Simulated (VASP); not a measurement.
**MgGe2 in VASP: convergence with k mesh**

MgGe2:

```xyz
6
Lattice="5.5215 -1.8498 0.0000 5.5215 1.8498 0.0000 -3.2176 0.0000 6.0078" Properties=species:S:1:pos:R:3 pbc="T T T"
Ge    4.8996    0.0000    1.7640
Ge    2.9258    0.0000    4.2438
Ge    6.5513    0.0000    5.9203
Ge    1.2740    0.0000    0.0875
Mg    7.8794    0.0000    2.0982
Mg   -0.0541    0.0000    3.9095
```

The cell comes from a database or a generator and needn't be the stable form of this composition.

- Program: VASP 6.6.1
- Task: single point
- Functional: r2SCAN
- Potentials or basis: VASP PAW PBE potentials, release 64 (Ge_d_GW, Mg_sv_GW)
- Cutoff: 600 eV
- k mesh: 2 × 2 × 1
- Occupations: gaussian, width 0.02 eV
- Spin: no spin polarisation

These are the settings of the first run; the series varies k mesh, with any setting tied to it.

Hardware: 1 thread of Intel(R) Xeon(R) Platinum 8488C (Sapphire Rapids) (shared host).

```csv
k mesh,"energy less the tightest run, at zero smearing (meV/atom)",pressure (GPa),largest force (eV/Å),SCF cycles,CPU time (s),peak memory (GiB)
2 × 2 × 1,34.00,-2.59,1.428,25,170,0.38
3 × 3 × 2,6.81,-2.48,0.428,28,380,0.4
4 × 4 × 2,-12.03,-3.42,0.507,29,650,0.41
5 × 5 × 3,5.09,-2.91,0.412,26,910,0.42
6 × 6 × 3,-1.37,-2.74,0.414,37,2100,0.45
7 × 7 × 4,0.00,-2.84,0.439,34,2800,0.59
```

Against the tightest run, the pressure stays within 0.1 GPa from 5 × 5 × 3 on. Not settled before the last step: the energy (to 1 meV/atom), the largest force (to 0.005 eV/Å). Meshes of other sizes hit other points, so gaps and Fermi surfaces needn't settle smoothly. The tightest run that finished is the yardstick and may itself not be fully converged.

Caveat, for the tightest run too: the PAW data sets were made with another functional, which shifts forces and pressure a little.
